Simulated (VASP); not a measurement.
# BAs (F-43m) in VASP: notebook, part 2 of 2

VASP 6.6.1. Earlier steps stand in the parts before.

**3. Relaxation of cell and atoms, LDA**

This run uses another cell than the first one, of 13.63 Å³/atom, 1.029 times its volume.

The input, INCAR:

```
PREC     = Accurate       # precision mode
ENCUT    = 600            # plane-wave cutoff, eV
EDIFF    = 1E-6           # SCF threshold, eV
ISMEAR   = 0              # smearing method
SIGMA    = 0.02           # smearing width, eV
LREAL    = False          # projectors in reciprocal space
LASPH    = True           # aspherical terms in the spheres
NELM     = 100            # most SCF steps
ALGO     = Fast           # electronic algorithm
ISIF     = 3              # what is computed and relaxed
LWAVE    = False          # write WAVECAR
LCHARG   = False          # write CHGCAR
GGA      = CA             # functional
IBRION   = 2              # ionic algorithm
NSW      = 100            # ionic steps
EDIFFG   = -0.005         # ionic threshold
```

The input, KPOINTS:

```
regular mesh
0
Gamma
  10 10 10
```

The input, POSCAR:

```
BAs
1.0
    0.0000000000      2.3885000000      2.3885000000
    2.3885000000      0.0000000000      2.3885000000
    2.3885000000      2.3885000000      0.0000000000
B As
1 1
Direct
    0.0000000000      0.0000000000      0.0000000000
    0.7500000000      0.7500000000      0.7500000000
```

Potentials or basis: VASP PAW LDA potentials, release 64 (B, As).

On the command line:

```
$ cat potpaw_LDA.64/B/POTCAR potpaw_LDA.64/As/POTCAR > POTCAR
$ mpirun -np 1 vasp_std > vasp.out
```

Wall time 15 s (1 thread of Intel Xeon Platinum 8488C (Sapphire Rapids), shared host); peak memory 0.15 GiB.

The run converged. Its results:

```yaml
Free_energy: -12.9275 eV
Relaxed_volume: 13.33 Å³/atom
Relaxed_cell: a = 3.353 Å, b = 3.353 Å, c = 3.353 Å, α = 60.00°, β = 60.00°, γ = 60.00°
Space_group_after_relaxing_to_0.05_Å: F-43m (No. 216)
Energy_gained_by_relaxing: 2.9 meV/atom
Ionic_steps: 3
Pressure_after_relaxing: 0.0 GPa
Band_gap_on_the_k_mesh: 1.10 eV, indirect (least direct gap 3.28 eV)
```

The path:
| step | energy change (eV) | largest force (eV/Å) | pressure (GPa) | volume (Å³) |
| --- | --- | --- | --- | --- |
| 1 | 0.0000 | 0.0000 | -3.09 | 27.25 |
| 2 | -0.0025 | 0.0000 | 2.50 | 26.23 |
| 3 | -0.0058 | 0.0000 | -0.01 | 26.66 |

Final structure:
```xyz
2
Lattice="0.0000 2.3711 2.3711 2.3711 0.0000 2.3711 2.3711 2.3711 0.0000" Properties=species:S:1:pos:R:3 pbc="T T T"
B     0.0000    0.0000    0.0000
As    3.5567    3.5567    3.5567
```

Levels at points of the mesh, in eV from the valence-band top:
```csv
k point,band 2,band 3,band 4,band 5,band 6,band 7
"(0.00, 0.00, 0.00)",0.00,0.00,0.00,3.28,3.28,3.28
"(0.50, 0.00, 0.00)",-8.92,-1.85,-1.85,2.82,4.78,4.78
"(0.50, 0.50, 0.00)",-8.55,-4.17,-4.17,1.32,1.39,11.44
```

**4. Single point, LDA (cell and atoms relaxed tightly for response)**

The input, INCAR:

```
  PREC = Accurate
  ENCUT = 520
  EDIFF = 1E-6
  ISMEAR = 0
  SIGMA = 0.01
  LREAL = False
  LASPH = True
  NELM = 100
  ALGO = Normal
  ISIF = 2
  LWAVE = False
  LCHARG = False
  NBANDS = 11
```

KPOINTS is that of step 3.

The input, POSCAR:

```
BAs
1.0
    0.0000000000      2.3660397158      2.3660397158
    2.3660397158      0.0000000000      2.3660397158
    2.3660397158      2.3660397158      0.0000000000
B As
1 1
Direct
    0.0000000000      0.0000000000      0.0000000000
    0.7500000000      0.7500000000      0.7500000000
```

Potentials or basis: VASP PAW LDA potentials, release 64 (B, As).

On the command line:

```
$ cat potpaw_LDA.64/B/POTCAR potpaw_LDA.64/As/POTCAR > POTCAR
$ mpirun -np 1 vasp_std > vasp.out
```

OUTCAR:

```text
PREC = Accurate
   ENCUT = 520
   EDIFF = 1E-6
   ISMEAR = 0
   LREAL = False
   LASPH = True
   NELM = 100
   ISIF = 2

 ion  position               nearest neighbor table
   1  0.000  0.000  0.000-   2 2.05   2 2.05   2 2.05   2 2.05
   2  0.750  0.750  0.750-   1 2.05   1 2.05   1 2.05   1 2.05

  LATTYP: Found a face centered cubic cell.
 ALAT       =     4.7320794316

  Lattice vectors:

 A1 = (   0.0000000000,   2.3660397158,   2.3660397158)
 A2 = (   2.3660397158,   0.0000000000,   2.3660397158)
[... 524 lines left out ...]

  FORCE on cell =-STRESS in cart. coord.  units (eV):
  Direction    XX          YY          ZZ          XY          YZ          ZX
  --------------------------------------------------------------------------------------
  -------------------------------------------------------------------------------------
  Total        0.1597850      0.1597850      0.1597850      0.0000000     -0.0000000      0.0000000
  in kB        9.6638602      9.6638602      9.6638602      0.0000000     -0.0000000      0.0000000
  external PRESSURE =       9.6638602 kB  Pullay stress =       0.0000000 kB

 VOLUME and BASIS-vectors are now :
 -----------------------------------------------------------------------------
  energy-cutoff  :      520.00
  volume of cell :       26.49
      direct lattice vectors                 reciprocal lattice vectors
     0.000000000  2.366039716  2.366039716    -0.211323587  0.211323587  0.211323587
     2.366039716  0.000000000  2.366039716     0.211323587 -0.211323587  0.211323587
     2.366039716  2.366039716  0.000000000     0.211323587  0.211323587 -0.211323587

 POSITION                                       TOTAL-FORCE (eV/Angst)
 -----------------------------------------------------------------------------------
      0.00000      0.00000      0.00000         0.000000      0.000000      0.000000
      3.54906      3.54906      3.54906        -0.000000     -0.000000     -0.000000
 -----------------------------------------------------------------------------------
    total drift:                                0.000000      0.000000      0.000000

  FREE ENERGIE OF THE ION-ELECTRON SYSTEM (eV)
  ---------------------------------------------------
  free  energy   TOTEN  =       -12.9259618882 eV

  energy  without entropy=      -12.9259618882  energy(sigma->0) =      -12.92596189
```

OSZICAR:

```text
N       E                     dE             d eps       ncg     rms          rms(c)
DAV:   1     0.110297998373E+02    0.11030E+02   -0.38766E+03  1034   0.645E+02
DAV:   2    -0.129637585035E+02   -0.23994E+02   -0.22971E+02  1350   0.106E+02
DAV:   3    -0.137082880881E+02   -0.74453E+00   -0.74258E+00  1275   0.174E+01
DAV:   4    -0.137102401434E+02   -0.19521E-02   -0.19520E-02  1162   0.103E+00
DAV:   5    -0.137102431363E+02   -0.29929E-05   -0.29929E-05  1217   0.429E-02    0.523E+00
DAV:   6    -0.130266295476E+02    0.68361E+00   -0.17832E+00  1112   0.544E+00    0.246E+00
DAV:   7    -0.129395096403E+02    0.87120E-01   -0.21555E-01  1205   0.231E+00    0.909E-01
DAV:   8    -0.129259295593E+02    0.13580E-01   -0.24036E-02  1160   0.823E-01    0.101E-01
DAV:   9    -0.129259552332E+02   -0.25674E-04   -0.77866E-04  1151   0.172E-01    0.600E-02
DAV:  10    -0.129259605145E+02   -0.52813E-05   -0.76510E-05  1112   0.496E-02    0.131E-02
DAV:  11    -0.129259620401E+02   -0.15256E-05   -0.20281E-06  1223   0.878E-03    0.128E-02
DAV:  12    -0.129259618882E+02    0.15189E-06   -0.81453E-07   565   0.380E-03
   1 F= -.12925962E+02 E0= -.12925962E+02  d E =-.162750E-37
```

It took 9.1 s on 1 thread of Intel Xeon Platinum 8488C (Sapphire Rapids), shared host; peak memory 0.14 GiB.

Results:

```
Free energy            : -12.9260 eV
Pressure               : 1.0 GPa
Band gap on the k mesh : 1.10 eV, indirect (least direct gap 3.29 eV)
```

Levels at points of the mesh, in eV from the valence-band top:
```tsv
k point	band 2	band 3	band 4	band 5	band 6	band 7
(0.00, 0.00, 0.00)	0.00	0.00	0.00	3.29	3.29	3.29
(0.50, 0.00, 0.00)	-8.97	-1.87	-1.87	2.86	4.78	4.78
(0.50, 0.50, 0.00)	-8.59	-4.20	-4.20	1.32	1.38	11.51
```

**5. Relaxation of cell and atoms, LDA (cell and atoms relaxed tightly for response)**

The input, INCAR:

```
PREC = Accurate
ENCUT = 600
EDIFF = 1E-7
ISMEAR = 0
SIGMA = 0.01
LREAL = F
LASPH = T
NELM = 100
ALGO = Fast
ISIF = 3
LWAVE = F
LCHARG = F
IBRION = 2
NSW = 80
EDIFFG = -0.001
```

The input, KPOINTS:

```
Automatic mesh
0
Gamma
  10 10 10
```

The input, POSCAR:

```
BAs
1.0
    0.0000000000      2.3659270499      2.3659270499
    2.3659270499      0.0000000000      2.3659270499
    2.3659270499      2.3659270499      0.0000000000
B As
1 1
Direct
    0.0000000000      0.0000000000      0.0000000000
    0.7500000000      0.7500000000      0.7500000000
```

On the command line:

```
$ cat potpaw_LDA.64/B/POTCAR potpaw_LDA.64/As/POTCAR > POTCAR
$ mpirun -np 1 vasp_std > vasp.out
```

Wall time 16 s (1 thread of Intel Xeon Platinum 8488C (Sapphire Rapids), shared host); peak memory 0.15 GiB.

The run converged. Its results:

| Property | Result |
| --- | --- |
| Free energy | -12.9273 eV |
| Relaxed volume | 13.33 Å³/atom |
| Relaxed cell | a = 3.353 Å, b = 3.353 Å, c = 3.353 Å, α = 60.00°, β = 60.00°, γ = 60.00° |
| Space group after relaxing (to 0.05 Å) | F-43m (No. 216) |
| Energy gained by relaxing | 0.3 meV/atom |
| Ionic steps | 3 |
| Pressure after relaxing | 0.0 GPa |
| Band gap on the k mesh | 1.10 eV, indirect (least direct gap 3.28 eV) |

Step by step:
```
step  energy change (eV)  largest force (eV/Å)  pressure (GPa)  volume (Å³)
   1              0.0000                0.0000            0.98        26.49
   2             -0.0002                0.0000           -0.75        26.80
   3             -0.0005                0.0000            0.00        26.66
```

Final structure:
```cif
data_structure
_symmetry_space_group_name_H-M 'P 1'
_symmetry_Int_Tables_number 1
_cell_length_a 3.3533
_cell_length_b 3.3533
_cell_length_c 3.3533
_cell_angle_alpha 60.000
_cell_angle_beta 60.000
_cell_angle_gamma 60.000
_cell_volume 26.66
loop_
_atom_site_label
_atom_site_type_symbol
_atom_site_fract_x
_atom_site_fract_y
_atom_site_fract_z
_atom_site_occupancy
B1 B 0.00000 0.00000 0.00000 1
As1 As 0.75000 0.75000 0.75000 1
```

Levels at points of the mesh, in eV from the valence-band top:
```tsv
k point	band 2	band 3	band 4	band 5	band 6	band 7
(0.00, 0.00, 0.00)	0.00	0.00	0.00	3.28	3.28	3.28
(0.50, 0.00, 0.00)	-8.92	-1.85	-1.85	2.82	4.78	4.78
(0.50, 0.50, 0.00)	-8.55	-4.17	-4.17	1.32	1.39	11.44
```

A k mesh can miss the band edges.

**6. The runs side by side**

| task | cell | cutoff (eV) | smearing | gap on the mesh (eV) | pressure (GPa) | relaxed volume (Å³/atom) |
| --- | --- | --- | --- | --- | --- | --- |
| single point | F-43m, 13.24 Å³/atom | 520 | gaussian 0.02 eV | 1.10 | 1.0 | - |
| relaxation of cell and atoms | relaxed | 600 | gaussian 0.02 eV | 1.10 | 0.0 | 13.33 |
| single point | cell and atoms relaxed tightly for response | 520 | gaussian 0.01 eV | 1.10 | 1.0 | - |
| relaxation of cell and atoms | relaxed from: cell and atoms relaxed tightly for response | 600 | gaussian 0.01 eV | 1.10 | 0.0 | 13.33 |

Alike in all rows: level LDA; potentials or basis VASP PAW LDA potentials, release 64 (B, As); no spin polarisation; k mesh 10 × 10 × 10.

Total energies depend on the potentials used, so only differences within one code and one set of settings carry meaning.
